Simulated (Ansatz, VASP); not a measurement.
# Si (Si strained to the junction's net): VASP beside Ansatz

Wanted: the spread between two codes on one cell, functional and k mesh. Of the first pair: The structure shown is the start of the Ansatz relaxation below; VASP solves that cell, so the two are compared at the walk's first step.

Calculated with Ansatz 0.2.0; plane waves, with VASP 6.6.1 beside it; PBE.

**1. Starting point**

The structure is trigonal, space group R-3m (No. 166). The conventional cell has a = 3.861 Å, b = 3.861 Å, c = 9.486 Å, α = 90.00°, β = 90.00°, γ = 120.00°. Si has 4 Si at 2.37 Å nearest.

**2. Ansatz: relaxation, PBE**

Ansatz runs on its default PAW (the set named soft_2) files.

The two programs are compared at the cell with which this relaxation starts, whose forces are those of its first step.

Contents of input.yaml:

```yaml
crystal:
  lattice:
    - [3.861, 0.0, 0.0]
    - [-1.9305, 3.343724084, 0.0]
    - [0.0, 0.0, 9.4861045318]
  atoms:
    - { symbol: Si, position: [0.0, 0.0, 0.0] }
    - { symbol: Si, position: [0.0, 0.0, 0.25] }
    - { symbol: Si, position: [0.3333333333, 0.6666666667, 0.3333333333] }
    - { symbol: Si, position: [0.3333333333, 0.6666666667, 0.5833333333] }
    - { symbol: Si, position: [0.6666666667, 0.3333333333, 0.6666666667] }
    - { symbol: Si, position: [0.6666666667, 0.3333333333, 0.9166666667] }
kpoints:
  mp_grid: { grid: [12, 12, 3] }
scf:
  occupations: { method: fermi_dirac, width: 0.1 }
  max_iter: 150
hamiltonian:
  xc: pbe
relax:
  f_tol: 0.01
  max_steps: 40
  cell: { fix: [a, b, angles] }
```

Launch:

```console
$ ansatz run input.yaml --threads 8 --pin off --max-ram 24576MiB --backend cpu --events-out ev --progress --plain --runs-dir out
```

Numbers of over 12 decimals in the logs are rounded to 6 here.

Output:

```text
Engine: ansatz 0.2.0, aarch64-unknown-linux-gnu
Pseudopotentials: kind: paw
Pseudopotential: Si, paw, valence charge 4, recommended cutoff 420 eV (normal), Si.paw.azcp
Functional definition: PBE
  parameter kappa = 0.804
  parameter beta = 0.066725
  exchange = pbe_x(kappa = kappa, mu = beta*pi^2/3)
  correlation = pbe_c(beta = beta)
Crystal: 6 atoms, lattice volume = 122.467 Å³
Basis set: ecut = 420 eV, 2431 PW (Γ), exchange–correlation on 54×54×128 points (8 copies of the dense FFT grid, shifted against one another)
Bands: 18, of which v1, the nominal top of the filled ones, is band 12 counted from 1 (11 counted from 0)
Symmetry: 36 space group operations
Space group: R-3m (ITA 166), of the structure as read, at distance tolerance 5.0e-5 Å
k-points: 50 of 432
Non-local potential: Si, projectors of the file, l = 0: 2, l = 1: 2, l = 2: 2
PAW form: soft (Blöchl's): semilocal exchange-correlation on the pseudo side does not see the compensation charge
PAW one-centre angular grid: Si, 110 points (default); XC on 64 Gauss nodes
Initial density: superposition of atomic densities (neutral atoms: chi_scale 0, normalization atom), corrected by the library's trained network
Initial wavefunctions: pseudopotential atomic-orbital guess
Functional: x = pbe(κ = 0.804, μ = 0.219515), c = pbe(β = 0.066725)
SCF iter   1: F=—  HF=-3814.859339 eV  |F-HF|=—  |Δ(HF+E_count)|=         —  Δρ=1.28e-3  dr2=1.29e-3  ethr=1.77e-3  ⟨swp⟩=6.6  Hψ=5598  notcnv=0
preconditioner: auto → Resta (q_TF=auto, 2.079 Å⁻¹)  ε∞=5.4  [insulator: Δε(μ)=0.731 eV  Ē_g=7.838 eV  σ=0.100 eV  W_gap=0.94  n_scr=24 (ndim 8)  ℏωp=16.4 eV  f_vac=0.000  D(μ)=0.04/eV (n_scr^D=0)  ε∞_Penn≈5.4]
SCF iter   2: F=—  HF=-3814.860326 eV  |F-HF|=—  |Δ(HF+E_count)|=   9.88e-4  Δρ=6.85e-4  dr2=3.90e-4  ethr=5.40e-6  ⟨swp⟩=2.2  Hψ=1814  notcnv=0
SCF iter   3: F=—  HF=-3814.860484 eV  |F-HF|=—  |Δ(HF+E_count)|=   1.57e-4  Δρ=8.43e-5  dr2=1.08e-5  ethr=1.63e-6  ⟨swp⟩=2.0  Hψ=1500  notcnv=0
SCF iter   4: F=—  HF=-3814.860492 eV  |F-HF|=—  |Δ(HF+E_count)|=   8.57e-6  Δρ=2.13e-5  dr2=9.46e-7  ethr=4.49e-8  ⟨swp⟩=2.0  Hψ=1500  notcnv=0
iter 5 did not close the SCF: its close was put off for the readings that it lacked (scf_convergence_deferred on its scf_iter line)
SCF iter   5: F=-3814.860493 eV  HF=-3814.860493 eV  |F-HF|=2.54e-8  |Δ(HF+E_count)|=   8.42e-7  Δρ=4.71e-6  dr2=1.51e-8  ethr=3.94e-9  ⟨swp⟩=2.0  Hψ=1494  notcnv=0
SCF iter   6: F=-3814.860493 eV  HF=-3814.860493 eV  |F-HF|=9.00e-11  |Δ(HF+E_count)|=   2.96e-8  Δρ=1.59e-6  dr2=2.04e-9  ethr=6.29e-11  ⟨swp⟩=2.1  Hψ=3030  notcnv=0
SCF 1 converged in 6 iterations: F = -3814.860493 eV  dr2 = 2.04e-9
  greatest PAW one-centre occupation: 0.633 electrons in one spin orbital (limit 2), on the Si atom at site 5 (counted from 0), in its partial waves of l = 0
relax step   1: F+E_penalty+E_count = -3814.86049320 eV  Δ(F+E_penalty+E_count) = +0.000e0 eV  max|allowed force component| = 3.174e-2 eV/Å  Δτ_max = 0.0000 Å  P = +0.214 GPa  Ω = 122.467 Å³  fix = [a, b, alpha, beta, gamma]  reactions: a +0.420, b +0.420 GPa  (6 SCF iters, dr2 threshold 1.00e-7 eV, accepted)
[...]
relax step   2: F+E_penalty+E_count = -3814.86062222 eV  Δ(F+E_penalty+E_count) = -1.290e-4 eV  max|allowed force component| = 7.954e-3 eV/Å  Δτ_max = 0.0008 Å  P = +0.238 GPa  Ω = 122.433 Å³  energy of the carried Pulay correction = +4.531e-6 eV  fix = [a, b, alpha, beta, gamma]  reactions: a +0.392, b +0.392 GPa  (3 SCF iters, dr2 threshold 9.73e-8 eV, accepted)
[...]
relax step   3: F+E_penalty+E_count = -3814.86063840 eV  Δ(F+E_penalty+E_count) = -1.618e-5 eV  max|allowed force component| = 2.831e-4 eV/Å  Δτ_max = 0.0002 Å  P = +0.263 GPa  Ω = 122.399 Å³  energy of the carried Pulay correction = +9.273e-6 eV  fix = [a, b, alpha, beta, gamma]  reactions: a +0.391, b +0.391 GPa  (3 SCF iters, dr2 threshold 1.25e-8 eV, accepted)
[...]
relax step   4: F+E_penalty+E_count = -3814.86062916 eV  Δ(F+E_penalty+E_count) = +9.240e-6 eV  max|allowed force component| = 2.833e-4 eV/Å  Δτ_max = 0.0000 Å  P = +0.263 GPa  Ω = 122.399 Å³  fix = [a, b, alpha, beta, gamma]  reactions: a +0.391, b +0.391 GPa  stress off target by 6.69e-3 GPa on what of the cell is left free  SCF on the basis re-selected at this cell (its energy is not comparable with the rows above)  (4 SCF iters)
basis re-selected at this cell: Δ(F+E_penalty+E_count) = +9.240e-6 eV, ΔP = -0.000 GPa vs the last step (what re-selecting the basis moved, of the pressure what is left beyond the Pulay correction that the steps carried, after the strain that the cell walked since its last selection, with what the two solves' SCF thresholds leave and, on support functions, any second-order correction that the steps lacked; it is no m [...]
SCF converged after 4 iterations
Free energy (F): -3814.860629 eV
Harris-Foulkes:  -3814.860629 eV  (|F-HF|=8.64e-12)
Internal energy: -3814.858383 eV  (E = F + TS)
E sigma→0 (E₀):  -3814.859506 eV
Entropy (-TS):   -0.002247 eV (-0.374 meV/atom)
Fermi energy:    6.349750 eV
--- Per-component energies (eV) ---
  E_band       = 24.567036
  E_kinetic    = 240.683532
  E_local      = -167.883000  (includes V_loc(G=0)·N_el)
  E_nonlocal   = 155.360791
  E_hartree    = 45.409490
  E_xc         = -330.490229
  E_vxc        = -279.621390  (∫ρ·V_xc dr)
  E_paw        = -3076.617387  (= ΣΔE_a)
  E_vpaw       = -14.791953  (= ΣTr[D̂ρ^β])
  E_aug_tail   = 0.000038  (compensation charges beyond the density's cutoff)
  E_ewald      = -681.321618
  E_smearing   = -0.002247  (= −TS)
  E_closure    = 0.000000  (closes the sum)
  Σ components = -3814.860629   (vs F -3814.860629, Δ=0.00e0)
--- Forces (eV/Å), atoms counted from 1 ---
  atom   1  Si    -0.00000000     0.00000000     0.00028330
  atom   2  Si     0.00000000    -0.00000000    -0.00028330
  atom   3  Si    -0.00000000     0.00000000     0.00028330
  atom   4  Si     0.00000000    -0.00000000    -0.00028330
  atom   5  Si     0.00000000     0.00000000     0.00028330
  atom   6  Si     0.00000000    -0.00000000    -0.00028330
  max |Σ_I F_I| component: 3.70e-17 eV/Å
--- Stress (GPa, compression-positive) ---
        0.391442      -0.000000      -0.000000
       -0.000000       0.391442       0.000000
       -0.000000       0.000000       0.006688
  P = ⅓ Tr σ = 0.2632 GPa (2.632 kbar)
--- Relaxed structure (3 steps of the walk, 3 accepted, 1 SCFs on fresh bases) ---
  F+E_penalty+E_count = -3814.86062916 eV   max|allowed force component| = 2.833e-4 eV/Å   (the final SCF, on the basis selected at the relaxed cell)
  cell:  # Å, volume = 122.3985 Å³
    - [3.861000, 0, 0]
    - [-1.930500, 3.343724, 0]
    - [0, 0, 9.480822]
  atoms:
    - { symbol: Si, position: [0, 0, 0.000104501] }
    - { symbol: Si, position: [0, 0, 0.249895] }
    - { symbol: Si, position: [0.333333, 0.666667, 0.333438] }
    - { symbol: Si, position: [0.333333, 0.666667, 0.583229] }
    - { symbol: Si, position: [0.666667, 0.333333, 0.666771] }
    - { symbol: Si, position: [0.666667, 0.333333, 0.916562] }
```

**3. VASP: single point, PBE, start cell, pair 1**

The same cell, functional, mesh and smearing now go to VASP, with its own data sets.

Lines of VASP's logs that name or quote its potential files are left out, and so is its time.

Contents of INCAR:

```
SYSTEM = Si
PREC = Accurate
ENCUT = 400
EDIFF = 1E-06
NELM = 120
ISMEAR = -1
SIGMA = 0.1
LREAL = .FALSE.
ALGO = Normal
GGA = PE
NBANDS = 18
LORBIT = 11
LWAVE = .FALSE.
LCHARG = .FALSE.
ISIF = 2
LASPH = .TRUE.
GGA_COMPAT = .FALSE.
EFERMI = MIDGAP
KPAR = 2
```

Contents of POSCAR:

```
Si
1.0
    3.8610000000      0.0000000000      0.0000000000
   -1.9305000000      3.3437240000      0.0000000000
    0.0000000000      0.0000000000      9.4861050000
Si
6
Direct
    0.0000000000      0.0000000000      0.0000000000
    0.0000000000      0.0000000000      0.2499999736
    0.3333333333      0.6666666667      0.3333333333
    0.3333333333      0.6666666667      0.5833333070
    0.6666666667      0.3333333333      0.6666666667
    0.6666666667      0.3333333333      0.9166666403
```

Contents of KPOINTS:

```
Automatic mesh
0
Gamma
12 12 3
0 0 0
```

The projector-augmented-wave data sets are Si (PBE family, release 64).

Launch:

```console
$ mpirun -np 2 vasp_std
```

Output:

```text
[banner, memory and clock lines left out]
running    2 mpi-ranks, on    1 nodes
 distrk:  each k-point on    1 cores,    2 groups
 distr:  one band on    1 cores,    1 groups

 POSCAR found type information on POSCAR Si
 POSCAR found :  1 types and       6 ions
 LDA part: xc-table for (Slater+PW92), standard interpolation
 POSCAR, INCAR and KPOINTS ok, starting setup
 FFT: planning ... GRIDC
 FFT: planning ... GRID_SOFT
 FFT: planning ... GRID
 WAVECAR not read
 entering main loop
       N       E                     dE             d eps       ncg     rms          rms(c)
DAV:   1     0.385242554722E+02    0.38524E+02   -0.79334E+03  1800   0.867E+02
DAV:   2    -0.302342880306E+02   -0.68759E+02   -0.66664E+02  2334   0.135E+02
DAV:   3    -0.330245956384E+02   -0.27903E+01   -0.27755E+01  2450   0.268E+01
DAV:   4    -0.330547431270E+02   -0.30147E-01   -0.30111E-01  2490   0.345E+00
DAV:   5    -0.330552262747E+02   -0.48315E-03   -0.48302E-03  2422   0.394E-01    0.824E+00
DAV:   6    -0.327056955697E+02    0.34953E+00   -0.18500E-01  2160   0.192E+00    0.504E+00
DAV:   7    -0.325453808473E+02    0.16031E+00   -0.39536E-01  2098   0.295E+00    0.288E-01
DAV:   8    -0.325478005280E+02   -0.24197E-02   -0.19661E-02  2112   0.732E-01    0.115E-01
DAV:   9    -0.325485209900E+02   -0.72046E-03   -0.90580E-04  2520   0.184E-01    0.899E-02
DAV:  10    -0.325486798879E+02   -0.15890E-03   -0.25593E-04  2014   0.866E-02    0.284E-02
DAV:  11    -0.325486782272E+02    0.16608E-05   -0.38912E-06  2512   0.113E-02    0.471E-03
DAV:  12    -0.325486794053E+02   -0.11781E-05   -0.13528E-06  1676   0.721E-03    0.128E-03
DAV:  13    -0.325486792348E+02    0.17051E-06   -0.12738E-07  1160   0.251E-03
   1 F= -.32548679E+02 E0= -.32547565E+02  d E =-.222857E-02
```

OUTCAR, selected parts (step 3):

```text
ion  position               nearest neighbor table
   1  0.000  0.000  0.000-   6 2.37   6 2.37   6 2.37   2 2.37
   2  0.000  0.000  0.250-   3 2.37   3 2.37   3 2.37   1 2.37
   3  0.333  0.667  0.333-   2 2.37   2 2.37   2 2.37   4 2.37
   4  0.333  0.667  0.583-   5 2.37   5 2.37   5 2.37   3 2.37
   5  0.667  0.333  0.667-   4 2.37   4 2.37   4 2.37   6 2.37
   6  0.667  0.333  0.917-   1 2.37   1 2.37   1 2.37   5 2.37

  LATTYP: Found a hexagonal cell.
 ALAT       =     3.8610000000
 C/A-ratio  =     2.4569036519

 Subroutine GETGRP returns: Found 12 space group operations
 (whereof  6 operations were pure point group operations)

The static configuration has the point symmetry C_3v.
 The point group associated with its full space group is D_3d.

 Found     50 irreducible k-points:

   k-points           NKPTS =     50   k-points in BZ     NKDIM =     50   number of bands    NBANDS=     18

   dimension x,y,z NGX =    28 NGY =   28 NGZ =   64
   dimension x,y,z NGXF=    56 NGYF=   56 NGZF=  128

   ENCUT  =  400.0 eV  29.40 Ry    5.42 a.u.   6.30  6.30 15.47*2*pi/ulx,y,z

   NELECT =      24.0000    total number of electrons

 k-points in reciprocal lattice and weights: Automatic mesh
   0.00000000  0.00000000  0.00000000       0.002
   0.08333333 -0.00000000  0.00000000       0.014
   0.16666667 -0.00000000  0.00000000       0.014
   0.25000000  0.00000000  0.00000000       0.014
   0.33333333  0.00000000  0.00000000       0.014
   0.41666667 -0.00000000  0.00000000       0.014
   0.50000000  0.00000000  0.00000000       0.007
   0.08333333  0.08333333  0.00000000       0.014
   0.16666667  0.08333333  0.00000000       0.028
[...]
-0.25000000 -0.41666667  0.33333333       0.028
   0.33333333  0.33333333  0.33333333       0.009

 average (electrostatic) potential at core
       1 -83.4646       2 -83.4646       3 -83.4646       4 -83.4646       5 -83.4646
       6 -83.4646

 E-fermi :   5.9505

 k-point     1 :       0.0000    0.0000    0.0000
  band No.  band energies     occupation
    ...
      8       4.6607      1.99999
      9       4.6607      1.99999
     10       5.6272      1.92415
     11       5.6339      1.91909
     12       5.6339      1.91909
     13       7.3562      0.00000
     14       7.3562      0.00000
     15       8.1577      0.00000
     16       8.2049      0.00000
     17       8.2049      0.00000
    ...

 k-point     2 :       0.0833   -0.0000    0.0000
  band No.  band energies     occupation
    ...
      8       4.3099      2.00000
      9       4.7600      1.99999
     10       4.9086      1.99994
     11       5.4210      1.99002
     12       5.5188      1.97368
     13       7.8365      0.00000
     14       7.8692      0.00000
     15       8.1882      0.00000
     16       8.3039      0.00000
     17       8.4951      0.00000
    ...

 k-point     3 :       0.1667   -0.0000    0.0000
  band No.  band energies     occupation
    ...
      8       3.5883      2.00000
      9       3.8621      2.00000
     10       4.6003      2.00000
     11       4.9842      1.99987
     12       5.2027      1.99887
     13       7.6549      0.00000
     14       8.1227      0.00000
     15       8.2844      0.00000
     16       8.4858      0.00000
     17       9.1132      0.00000
    ...

  Total        0.2563741      0.2563741     -0.2163956     -0.0000000     -0.0000000      0.0000000
  in kB        3.3540270      3.3540268     -2.8310060     -0.0000000     -0.0000000      0.0000000
  external PRESSURE =       1.2923492 kB  Pullay stress =       0.0000000 kB

  energy-cutoff  :      400.00
  volume of cell :      122.47
      direct lattice vectors                 reciprocal lattice vectors
     3.861000000  0.000000000  0.000000000     0.259000259  0.149533873  0.000000000
    -1.930500000  3.343724000  0.000000000     0.000000000  0.299067746  0.000000000
     0.000000000  0.000000000  9.486105000     0.000000000  0.000000000  0.105417345

 POSITION                                       TOTAL-FORCE (eV/Angst)
 -----------------------------------------------------------------------------------
      0.00000      0.00000      0.00000        -0.000000      0.000000      0.031539
      0.00000      0.00000      2.37153        -0.000000     -0.000000     -0.031539
     -0.00000      2.22915      3.16203         0.000000      0.000000      0.031539
     -0.00000      2.22915      5.53356         0.000000     -0.000000     -0.031539
      1.93050      1.11457      6.32407        -0.000000      0.000000      0.031539
      1.93050      1.11457      8.69560         0.000000     -0.000000     -0.031539
 -----------------------------------------------------------------------------------
    total drift:                               -0.000000      0.000000     -0.000000

  FREE ENERGIE OF THE ION-ELECTRON SYSTEM (eV)
  ---------------------------------------------------
  free  energy   TOTEN  =       -32.5486792348 eV

  energy  without entropy=      -32.5464506603  energy(sigma->0) =      -32.54756495

 total charge
# of ion       s       p       d       tot
------------------------------------------
    1        0.751   0.929   0.000   1.680
    2        0.751   0.929   0.000   1.680
    3        0.751   0.929   0.000   1.680
    4        0.751   0.929   0.000   1.680
    5        0.751   0.929   0.000   1.680
    6        0.751   0.929   0.000   1.680
--------------------------------------------------
tot          4.507   5.572   0.000  10.079

[... 3 further parts left out ...]
```

The run ends at a pressure of 0.13 GPa, with forces up to 0.032 eV/Å.

**4. Differences**

Known differences besides the potentials themselves: the cutoff is 420 eV in Ansatz and 400 eV in VASP. Total energies have different zeros and are not compared.

The forces differ by 0.11 meV/Å r.m.s.; no other quantity is compared for this pair.

**5. Ansatz: relaxation, PBE**

This run makes the geometry at which the two programs are then compared.

The structure compared here is the end of the Ansatz relaxation.

This is the run of step 2 again, met here at its other cell.

**6. VASP: single point, PBE, cell relaxed in part, pair 2**

The same cell, functional, mesh and smearing now go to VASP, with its own data sets.

Edit INCAR of step 3 so:

```diff
@@ -2,3 +2,3 @@
 PREC = Accurate
-ENCUT = 400
+ENCUT = 500
 EDIFF = 1E-06
```

Contents of POSCAR:

```
Si
1.0
    3.8610000000      0.0000000000      0.0000000000
   -1.9305000000      3.3437240840      0.0000000000
    0.0000000000      0.0000000000      9.4808216929
Si
6
Direct
    0.0000000000      0.0000000000      0.0001045014
    0.0000000000      0.0000000000      0.2498954986
    0.3333333333      0.6666666667      0.3334378347
    0.3333333333      0.6666666667      0.5832288319
    0.6666666667      0.3333333333      0.6667711681
    0.6666666667      0.3333333333      0.9165621653
```

KPOINTS is that of step 3.

Launch:

```console
$ mpirun -np 2 vasp_std
```

Output:

```text
[... set-up lines as in an earlier step ...]
 entering main loop
       N       E                     dE             d eps       ncg     rms          rms(c)
DAV:   1     0.474048276539E+02    0.47405E+02   -0.90075E+03  1800   0.103E+03
DAV:   2    -0.295930329224E+02   -0.76998E+02   -0.74808E+02  2286   0.148E+02
DAV:   3    -0.330109452303E+02   -0.34179E+01   -0.33976E+01  2380   0.299E+01
DAV:   4    -0.330563102771E+02   -0.45365E-01   -0.45284E-01  2470   0.402E+00
[...]
DAV:  10    -0.325494342640E+02   -0.16240E-03   -0.26664E-04  2096   0.892E-02    0.301E-02
DAV:  11    -0.325494326596E+02    0.16044E-05   -0.41719E-06  2492   0.118E-02    0.349E-03
DAV:  12    -0.325494336272E+02   -0.96757E-06   -0.11979E-06  1708   0.686E-03
   1 F= -.32549434E+02 E0= -.32548319E+02  d E =-.222878E-02
```

OUTCAR, selected parts (step 6):

```text
  Total        0.2371760      0.2371760     -0.0581287     -0.0000000      0.0000000      0.0000000
  in kB        3.1045955      3.1045955     -0.7608956     -0.0000000      0.0000000      0.0000000
  external PRESSURE =       1.8160984 kB  Pullay stress =       0.0000000 kB

 POSITION                                       TOTAL-FORCE (eV/Angst)
 -----------------------------------------------------------------------------------
      0.00000      0.00000      0.00099        -0.000000     -0.000000      0.000173
      0.00000      0.00000      2.36921         0.000000     -0.000000     -0.000173
     -0.00000      2.22915      3.16126        -0.000000      0.000000      0.000173
     -0.00000      2.22915      5.52949         0.000000     -0.000000     -0.000173
      1.93050      1.11457      6.32154        -0.000000      0.000000      0.000173
      1.93050      1.11457      8.68976         0.000000     -0.000000     -0.000173
 -----------------------------------------------------------------------------------
    total drift:                               -0.000000     -0.000000      0.000000

  FREE ENERGIE OF THE ION-ELECTRON SYSTEM (eV)
  ---------------------------------------------------
  free  energy   TOTEN  =       -32.5494336272 eV

  energy  without entropy=      -32.5472048458  energy(sigma->0) =      -32.54831924

[... 1 part as in an earlier step ...]

[... 2 further parts left out ...]
[key lines of the parts left out:]
E-fermi :   5.9549
```

The run ends at a pressure of 0.18 GPa, with forces up to 1.7e-4 eV/Å.

**7. Side by side**

What differs besides the data sets and the points named for the pairs above, as far as they apply: the cutoff is 420 eV in Ansatz and 500 eV in VASP; Ansatz's pressure holds a Pulay correction, VASP's none. Total energies have different zeros and are not compared.

Compared:

```
              quantity  Ansatz   VASP  difference
        pressure (GPa)    0.26   0.18       +0.08
gap on the k mesh (eV)   0.727  0.729      -0.002
```

A gap on the mesh is an upper bound, since the band edges may lie between its points.

**8. What came out**

```yaml
r_m_s_force_difference_single_point_pbe_start_cell_pair_1: 0.11 meV/Å
difference_in_gap_on_the_k_mesh_single_point_pbe_cell_relaxed_in_part_pair_2: -0.0019 eV
```

In words: The difference in gap on the k mesh is -0.0019 eV (single point, PBE, cell relaxed in part, pair 2), within the 0.08 eV picked in this series as the mark of a large difference. How closely two codes agree says nothing of how well the functional describes the real material.

[Lines on the potential files, build, host, timing and source positions are cut from VASP's logs without a mark.]

[Logs are printed without paths, hosts, clocks, repeated set-up lines and the standing remarks that a program may print on its own settings, such as how far it seeks lower states.]

[Hosts, paths, dates, database ids (printed as entryN), source tags and the programs' standing remarks are cut or masked in the printed files.]
